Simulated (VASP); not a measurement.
Computed with MS2 meta-GGA, VASP's PBE PAW potentials (set 64) (plane waves; VASP).

The input files of a VASP run:

KPOINTS:
```
Regular mesh
0
G
11 11 11
0 0 0
```

INCAR:
```
SYSTEM = TiCo
PREC = Accurate
ENCUT = 520
EDIFF = 1E-6
NELM = 100
ALGO = Normal
LREAL = .FALSE.
LASPH = .TRUE.
ISMEAR = 1
SIGMA = 0.1
METAGGA = MS2
LMIXTAU = .TRUE.
LMAXMIX = 4
LWAVE = .FALSE.
LCHARG = .FALSE.
IBRION = 2
ISIF = 3
NSW = 60
EDIFFG = -0.01
```

File POSCAR:
```
TiCo
1.0
  2.9900000000   0.0000000000   0.0000000000
  0.0000000000   2.9900000000   0.0000000000
  0.0000000000   0.0000000000   2.9900000000
Ti Co
1 1
Cartesian
  0.0000000000   0.0000000000   0.0000000000
  1.4950000000   1.4950000000   1.4950000000
```

POTCAR, in this order: Ti_sv Co (PBE.64 set). Program: vasp_std.

Energy and stress use the plane-wave basis of the starting cell.

Q: Estimate the energy per atom (σ→0), volume per atom, band gap (on the k-mesh).

A: 
| Property | Result |
|---|---|
| energy per atom (σ→0) | -11.567 eV/atom |
| band gap (on the k-mesh) | none (metal, semimetal or under 0.01 eV) |
| volume per atom | 12.77 Å^3/atom |

### OSZICAR
```
...
DAV:   5    -0.231340691613E+02    0.23483E-04   -0.47099E-04  1680   0.236E-01    0.239E-02
DAV:   6    -0.231340798688E+02   -0.10707E-04   -0.36895E-04  1752   0.201E-01    0.957E-03
DAV:   7    -0.231340640653E+02    0.15804E-04   -0.37733E-05  1808   0.790E-02    0.950E-03
DAV:   8    -0.231340657833E+02   -0.17180E-05   -0.54932E-06  1736   0.214E-02    0.906E-03
DAV:   9    -0.231340519604E+02    0.13823E-04   -0.15336E-06  1108   0.184E-02    0.802E-03
DAV:  10    -0.231340441436E+02    0.78168E-05   -0.50462E-06  1568   0.362E-02    0.261E-03
DAV:  11    -0.231340445252E+02   -0.38157E-06   -0.13886E-07   784   0.554E-03
   4 F= -.23134045E+02 E0= -.23133762E+02  d E =-.317785E-01
```

The compound is TiCo in the CsCl type structure. This run relaxes it. Symmetry was kept, so distortions that lower it aren't found. The run is not spin-polarised, so no magnetic state was tried. The electron count is odd and the run is not spin-polarised, which forces a metal.
